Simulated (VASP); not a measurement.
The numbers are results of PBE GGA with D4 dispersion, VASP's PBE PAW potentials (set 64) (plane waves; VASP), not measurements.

Input for VASP

### KPOINTS
```
Automatic mesh
0
Gamma
7 7 7
0 0 0
```

### POSCAR
```
GaSb
1.0
  0.0000000000   3.0500000000   3.0500000000
  3.0500000000   0.0000000000   3.0500000000
  3.0500000000   3.0500000000   0.0000000000
Ga Sb
1 1
direct
  0.0000000000   0.0000000000   0.0000000000
  0.2500000000   0.2500000000   0.2500000000
```

### INCAR
```
SYSTEM  =  GaSb
PREC  =  Accurate; ENCUT  =  520; LREAL  =  .FALSE.
LASPH  =  .TRUE.
EDIFF  =  1E-6; NELM  =  100; ALGO  =  Normal
LMAXMIX  =  4
ISMEAR  =  0; SIGMA  =  0.05
GGA  =  PE; IVDW  =  13
IBRION  =  2; NSW  =  60; ISIF  =  3
EDIFFG  =  -0.01
LWAVE  =  .FALSE.; LCHARG  =  .FALSE.
```

POTCAR, in this order: Ga_d Sb (PBE.64 set). Program: vasp_std.

Output

OSZICAR:
```
       N       E                     dE             d eps       ncg     rms          rms(c)
DAV:   1     0.782023689967E+02    0.78202E+02   -0.88963E+03   520   0.176E+03
DAV:   2    -0.185974496799E+01   -0.80062E+02   -0.78173E+02   600   0.311E+02
DAV:   3    -0.728837153020E+01   -0.54286E+01   -0.54107E+01   655   0.713E+01
DAV:   4    -0.738420274396E+01   -0.95831E-01   -0.95806E-01   571   0.107E+01
DAV:   5    -0.738703892432E+01   -0.28362E-02   -0.28362E-02   699   0.164E+00    0.323E+00
DAV:   6    -0.734209830162E+01    0.44941E-01   -0.74069E-02   758   0.487E+00    0.196E+00
DAV:   7    -0.732856468862E+01    0.13534E-01   -0.44667E-02   605   0.199E+00    0.345E-01
DAV:   8    -0.732953285656E+01   -0.96817E-03   -0.48468E-03   632   0.976E-01    0.798E-02
DAV:   9    -0.733004048836E+01   -0.50763E-03   -0.80523E-04   573   0.244E-01    0.387E-02
DAV:  10    -0.733005832725E+01   -0.17839E-04   -0.37774E-05   661   0.476E-02    0.100E-02
DAV:  11    -0.733008420322E+01   -0.25876E-04   -0.40892E-05   555   0.505E-02    0.423E-03
DAV:  12    -0.733008486112E+01   -0.65790E-06   -0.10071E-06   512   0.106E-02
   1 F= -.81837635E+01 E0= -.81837113E+01  d E =-.818376E+01
       N       E                     dE             d eps       ncg     rms          rms(c)
DAV:   1    -0.734963623930E+01   -0.19552E-01   -0.15810E-01   680   0.740E+00    0.609E-01
DAV:   2    -0.734069391295E+01    0.89423E-02   -0.17336E-02   650   0.268E+00    0.282E-01
DAV:   3    -0.733845622102E+01    0.22377E-02   -0.28528E-03   680   0.953E-01    0.620E-02
DAV:   4    -0.733821860338E+01    0.23762E-03   -0.28858E-04   623   0.266E-01    0.202E-02
DAV:   5    -0.733819959762E+01    0.19006E-04   -0.17924E-05   611   0.568E-02    0.615E-03
DAV:   6    -0.733819860247E+01    0.99515E-06   -0.35715E-06   460   0.359E-02
   2 F= -.81841404E+01 E0= -.81840243E+01  d E =-.376905E-03
       N       E                     dE             d eps       ncg     rms          rms(c)
DAV:   1    -0.733706352384E+01    0.11361E-02   -0.80054E-03   675   0.164E+00    0.139E-01
DAV:   2    -0.733660202417E+01    0.46150E-03   -0.91575E-04   645   0.626E-01    0.639E-02
DAV:   3    -0.733648905932E+01    0.11296E-03   -0.13963E-04   680   0.209E-01    0.145E-02
DAV:   4    -0.733647763174E+01    0.11428E-04   -0.14260E-05   613   0.577E-02    0.463E-03
DAV:   5    -0.733647700229E+01    0.62945E-06   -0.77616E-07   260   0.129E-02
   3 F= -.81841643E+01 E0= -.81840606E+01  d E =-.400827E-03
       N       E                     dE             d eps       ncg     rms          rms(c)
DAV:   1    -0.733724835058E+01   -0.77072E-03   -0.12106E-03   680   0.639E-01    0.541E-02
DAV:   2    -0.733717764001E+01    0.70711E-04   -0.13964E-04   650   0.244E-01    0.249E-02
DAV:   3    -0.733715976424E+01    0.17876E-04   -0.21408E-05   675   0.823E-02    0.565E-03
DAV:   4    -0.733715752808E+01    0.22362E-05   -0.19791E-06   293   0.227E-02    0.166E-03
DAV:   5    -0.733715726016E+01    0.26793E-06   -0.24559E-07   260   0.694E-03
   4 F= -.81841626E+01 E0= -.81840537E+01  d E =-.399077E-03
```

### OUTCAR
```
------------------------ aborting loop because EDIFF is reached ----------------------------------------
  Edisp (eV):   -0.84701
  FORCE on cell =-STRESS in cart. coord.  units (eV):
  Direction    XX          YY          ZZ          XY          YZ          ZX
  --------------------------------------------------------------------------------------
  Total      -0.01931    -0.01931    -0.01931    -0.00000     0.00000    -0.00000
  in kB      -0.54127    -0.54127    -0.54127    -0.00000     0.00000    -0.00000
  external pressure =       -0.54 kB  Pullay stress =        0.00 kB
  volume of cell :       57.17
      direct lattice vectors                 reciprocal lattice vectors
     0.000000000  3.057564075  3.057564075    -0.163528871  0.163528871  0.163528871
     3.057564075  0.000000000  3.057564075     0.163528871 -0.163528871  0.163528871
     3.057564075  3.057564075  0.000000000     0.163528871  0.163528871 -0.163528871
  FREE ENERGIE OF THE ION-ELECTRON SYSTEM (eV)
  ---------------------------------------------------
  free  energy   TOTEN  =        -8.1841625840 eV

  energy  without entropy=       -8.1839447688  energy(sigma->0) =       -8.18405368

 reached required accuracy - stopping structural energy minimisation
```
(Selected blocks of OUTCAR.)

**CONTCAR**
```
GaSb
   1.00000000000000
     0.0000000000000000    3.0575640745924964    3.0575640745924964
     3.0575640745924964    0.0000000000000000    3.0575640745924964
     3.0575640745924964    3.0575640745924964    0.0000000000000000
  Ga              Sb
     1     1
Direct
     0.0000000000000000    1.0000000000000000    0.0000000000000000
     0.2500000000000000    0.2500000000000000    0.2500000000000000
```

OUTCAR:
```
 val. band max:        4.8878716460   @ k =   0.0000   0.0000   0.0000

 cond. band min:       4.9334337568   @ k =   0.0000   0.0000   0.0000


 Fermi energy:         4.9261509872

 k-point     1 :       0.0000    0.0000    0.0000
  band No.  band energies     occupation
      1     -10.1534      2.00000
      2     -10.1534      2.00000
      3     -10.1534      2.00000
      4     -10.1035      2.00000
      5     -10.1035      2.00000
      6      -6.5984      2.00000
      7       4.8879      1.72108
      8       4.8879      1.72106
      9       4.8879      1.72106
     10       4.9334      0.83680
     11       7.6614      0.00000
     12       7.6614      0.00000
     13       7.6614      0.00000

 k-point     2 :       0.1429    0.0000    0.0000
  band No.  band energies     occupation
      1     -10.1587      2.00000
      2     -10.1510      2.00000
      3     -10.1510      2.00000
      4     -10.1038      2.00000
      5     -10.1038      2.00000
      6      -6.3898      2.00000
      7       2.5799      2.00000
      8       4.5709      2.00000
      9       4.5709      2.00000
     10       5.9280      0.00000
     11       8.0918      0.00000
     12       8.0918      0.00000
     13       8.5288      0.00000

 k-point     3 :       0.2857    0.0000    0.0000
  band No.  band energies     occupation
      1     -10.1705      2.00000
      2     -10.1463      2.00000
      3     -10.1463      2.00000
      4     -10.1039      2.00000
      5     -10.1039      2.00000
      6      -5.8089      2.00000
      7       0.3380      2.00000
      8       4.0698      2.00000
      9       4.0698      2.00000
     10       5.5995      0.00000
     11       8.6037      0.00000
     12       8.6037      0.00000
     13      10.6586      0.00000

 k-point     4 :       0.4286    0.0000    0.0000
  band No.  band energies     occupation
      1     -10.1797      2.00000
      2     -10.1430      2.00000
      3     -10.1430      2.00000
...
```

Unless said otherwise, spin-orbit coupling is left out, though it shifts the bands of the heavy elements here.

The compound is GaSb in the zinc blende structure. This run relaxes it. Symmetry was kept, so distortions that lower it aren't found.
